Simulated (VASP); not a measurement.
## InP: band gap against strain

InP (zinc blende, F-43m, 25.380 Å³/atom and stress up to 0.02 GPa in the relaxed cell, cube axes along x, y and z) under an equal strain ε along all three axes. PBEsol in VASP (plane waves, PAW), 480 eV, 10×10×10 Γ-centred mesh, Gaussian smearing 0.05 eV; ions are relaxed, or left where forces stay under 0.02 eV/Å, within the symmetry of each cell. Gaps are the smallest on the run's k-mesh, which can miss an edge that lies off it, without spin-orbit coupling; in all rows the valence edge lies at Γ and the conduction edge at Γ. Runs with a gap under 0.1 eV are left out.

Here s stands for strain and Eg for gap.

```csv
strain (%),gap (eV)
-1.00,0.732
-0.50,0.651
0.00,0.570
0.50,0.490
1.00,0.410
2.50,?
```

Q: Fit Eg against s with a straight line, and predict the withheld value at s = 2.50.

A: Means: s 0, Eg 0.5706. About the means, the sum of products is -0.40250 and the sum of squares of s is 2.5000; the slope is their ratio. Least squares gives Eg = 0.5706 - 0.16100·s. Residuals (row less fit): 0.0004, -0.0001, -0.0006, -0.0001, 0.0004; standard error 0.0005 (degrees of freedom: 3). Over these rows the gap moves by -16.10 ± 0.03 eV per unit strain, or -5.4 eV per unit of ln V. At the withheld row, Eg = 0.5706 - 0.16100 × 2.5 = 0.1681 eV. The calculation gives 0.172 eV, 0.0039 eV above the prediction (0.7 % of the range of Eg in the table). The row lies outside the fitted rows, so this is an extrapolation. The scatter of the fitted rows lies at the last printed digit.

A polynomial of degree 2 through the 11 other runs of the series gives 0.171 there. Spin-orbit coupling is left out, which can shift this property for InP. Rows are the converged runs of the series near zero and its far end, less any whose ions stayed unrelaxed beside relaxed ones; series whose fitted rows scatter by over a few per cent of the range, as at a crossing or softening among them, aren't shown in this form. Most that stay on the fit to the last digits aren't either.
